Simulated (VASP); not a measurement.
An input for Quantum ESPRESSO's pw.x (written as the equivalent of a VASP run, and not itself run):

```
&CONTROL
  calculation = 'vc-relax'
  pseudo_dir = './pseudo'
  outdir = './out'
  tprnfor = .true.
  tstress = .true.
  nstep = 30
  forc_conv_thr = 0.00039
/
&SYSTEM
  ibrav = 0
  nat = 2
  ntyp = 1
  ecutwfc = 102
  occupations = 'smearing'
  smearing = 'methfessel-paxton'
  degauss = 0.00735
  input_dft = 'pbesol'
/
&ELECTRONS
  conv_thr = 7.3e-09
  electron_maxstep = 100
/
&IONS
/
&CELL
  cell_dofree = 'shape'
/
ATOMIC_SPECIES
  Cd 112.414 Cd.upf
CELL_PARAMETERS angstrom
     1.4689324   -2.5442659    0.0000000
     1.4689324    2.5442659    0.0000000
     0.0000000    0.0000000    5.4482219
ATOMIC_POSITIONS crystal
  Cd   0.3333330  0.6666670  0.2500000
  Cd   0.6666670  0.3333330  0.7500000
K_POINTS automatic
  14 14 7 0 0 0
```

**Question.** Translate this input to VASP (INCAR, KPOINTS, POSCAR, choice of POTCAR).

**Answer.** This is not unique; one that fits is 
KPOINTS:
```
Automatic mesh
0
Gamma
14 14 7
0 0 0
```

### INCAR
```
ALGO=Normal
EDIFF=1E-7
EDIFFG=-0.01
ENCUT=520
GGA=PS
IBRION=2
ISIF=4
ISMEAR=1
LASPH=.True.
LCHARG=.False.
LMAXMIX=4
LREAL=.False.
LWAVE=.False.
NELM=100
NSW=30
PREC=Accurate
SIGMA=0.1
SYSTEM=Cd
```

POSCAR:
```
Cd
1
    1.4689324093    -2.5442658559     0.0000000000
    1.4689324093     2.5442658559     0.0000000000
    0.0000000000     0.0000000000     5.4482219372
Cd
2
Direct
  0.3333330000   0.6666670000   0.2500000000
  0.6666670000   0.3333330000   0.7500000000
```

POTCAR, in this order: Cd (PBE.64 set). Program: vasp_std.

What does not carry over: the potentials are each code's own (VASP's PAW set, PseudoDojo norm-conserving files in pw.x), so ENCUT and ecutwfc are chosen apart and not converted; conv_thr bounds pw.x's estimated SCF error, while EDIFF bounds the energy change between steps; forc_conv_thr acts on force components and is met together with etot_conv_thr.

The compound is Cd in the hcp structure. This cell is one point of a volume scan, at 0.97 of the reference volume. Symmetry was kept, so distortions that lower it aren't found.
